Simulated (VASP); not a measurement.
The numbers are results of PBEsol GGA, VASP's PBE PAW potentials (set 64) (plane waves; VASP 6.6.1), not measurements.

The input files of a VASP run:

**INCAR**
```
PREC  =  Accurate
LMAXMIX  =  4
SIGMA  =  0.01   # width (eV)
ISMEAR  =  0   # Gaussian
GGA  =  PS   # PBEsol
NELM  =  100   # most electronic steps
LASPH  =  .TRUE.   # aspherical one-centre terms
ENCUT  =  400
LWAVE  =  .FALSE.
LREAL  =  .FALSE.
ALGO  =  Normal   # blocked Davidson
LCHARG  =  .FALSE.
SYSTEM  =  SrNiF6
EDIFF  =  1E-6
ISIF  =  2
```

### KPOINTS
```
Regular mesh
0
Gamma
7 7 7
```

### POSCAR
```
SrNiF6
4.1927030
  0.8660253302   0.4999998807   0.5372639083
 -0.8660253302   0.4999998807   0.5372639083
  0.0000000000  -1.0000000000   0.5372639083
Sr Ni F
1 1 6
Cart
  0.0000000000  -0.0000001193   0.8058958624
  0.0000000000   0.0000000000   0.0000000000
  0.0000000000   0.6541498278   0.8124236189
 -0.0000000000  -0.6541500663   0.7993681059
 -0.5665104697  -0.3270750942   0.8124236189
  0.5665104697   0.3270748557   0.7993681059
  0.5665104697  -0.3270750942   0.8124236189
 -0.5665104697   0.3270748557   0.7993681059
```

POTCAR, in this order: Sr_sv Ni F (PBE.64 set). Program: vasp_std.

The run wrote:

### OSZICAR
```
       N       E                     dE             d eps       ncg     rms          rms(c)
DAV:   1     0.590764115733E+03    0.59076E+03   -0.28570E+04  3256   0.144E+03
DAV:   2     0.973894515602E+01   -0.58103E+03   -0.55173E+03  3796   0.409E+02
DAV:   3    -0.481180754539E+02   -0.57857E+02   -0.57210E+02  3633   0.148E+02
DAV:   4    -0.507880662222E+02   -0.26700E+01   -0.26636E+01  5060   0.262E+01
DAV:   5    -0.508514445452E+02   -0.63378E-01   -0.63339E-01  4575   0.352E+00    0.312E+01
DAV:   6    -0.509876144559E+02   -0.13617E+00   -0.19181E+02  3992   0.111E+02    0.556E+01
DAV:   7    -0.389080236492E+02    0.12080E+02   -0.24132E+01  3811   0.800E+01    0.105E+01
DAV:   8    -0.390715991599E+02   -0.16358E+00   -0.33839E+00  3456   0.925E+00    0.586E+00
DAV:   9    -0.390320996299E+02    0.39500E-01   -0.19650E-01  4170   0.336E+00    0.488E-01
DAV:  10    -0.390332637723E+02   -0.11641E-02   -0.12972E-02  5317   0.120E+00    0.262E-01
DAV:  11    -0.390339996939E+02   -0.73592E-03   -0.22614E-03  4692   0.825E-01    0.153E-01
DAV:  12    -0.390339607480E+02    0.38946E-04   -0.77438E-04  4257   0.797E-01    0.819E-02
DAV:  13    -0.390339298348E+02    0.30913E-04   -0.13428E-04  4679   0.233E-01    0.290E-02
DAV:  14    -0.390339342010E+02   -0.43662E-05   -0.28083E-05  4725   0.911E-02    0.715E-03
DAV:  15    -0.390339344596E+02   -0.25865E-06   -0.70487E-06  3983   0.446E-02
   1 F= -.39033934E+02 E0= -.39033934E+02  d E =-.932471E-54
```

OUTCAR:
```
------------------------ aborting loop because EDIFF is reached ----------------------------------------
  FORCE on cell =-STRESS in cart. coord.  units (eV):
  Direction    XX          YY          ZZ          XY          YZ          ZX
  --------------------------------------------------------------------------------------
  Total      -10.6063676    -10.6063677    -11.0305424      0.0000000      0.0000016      0.0000000
  in kB     -165.1792448   -165.1792466   -171.7851713      0.0000000      0.0000254      0.0000000
  external PRESSURE =    -167.3812209 kB  Pullay stress =       0.0000000 kB
  volume of cell :      102.88
      direct lattice vectors                 reciprocal lattice vectors
     3.630987000  2.096351000  2.252588000     0.137703605  0.079503213  0.147977952
    -3.630987000  2.096351000  2.252588000    -0.137703605  0.079503213  0.147977952
     0.000000000 -4.192703000  2.252588000     0.000000000 -0.159006426  0.147977917
 POSITION                                       TOTAL-FORCE (eV/Angst)
 -----------------------------------------------------------------------------------
      0.00000     -0.00000      3.37888        -0.000000      0.000000     -0.000000
      0.00000      0.00000      0.00000        -0.000000      0.000000     -0.000000
      0.00000      2.74266      3.40625        -0.000000      0.494634      0.249014
      0.00000     -2.74266      3.35151        -0.000000     -0.494634     -0.249014
     -2.37521     -1.37133      3.40625        -0.428366     -0.247317      0.249014
      2.37521      1.37133      3.35151         0.428366      0.247317     -0.249014
      2.37521     -1.37133      3.40625         0.428366     -0.247317      0.249014
     -2.37521      1.37133      3.35151        -0.428366      0.247317     -0.249014
 -----------------------------------------------------------------------------------
    total drift:                               -0.000000     -0.000000      0.000000
  FREE ENERGIE OF THE ION-ELECTRON SYSTEM (eV)
  ---------------------------------------------------
  free  energy   TOTEN  =       -39.0339344596 eV

  energy  without entropy=      -39.0339344596  energy(sigma->0) =      -39.03393446
```
(Selected blocks of OUTCAR.)

At this cut-off the stress carries a Pulay error, which pulls relaxed volumes low.

The structure comes from a computed database's SrNiF6 entry; how it stands against other phases isn't given here. The cell was not relaxed at this level. The run is one of a series of settings (KPOINTS 7×7×7 Γ-centred mesh against the base run), some of them coarse on purpose. The run is not spin-polarised, so no magnetic state was tried.
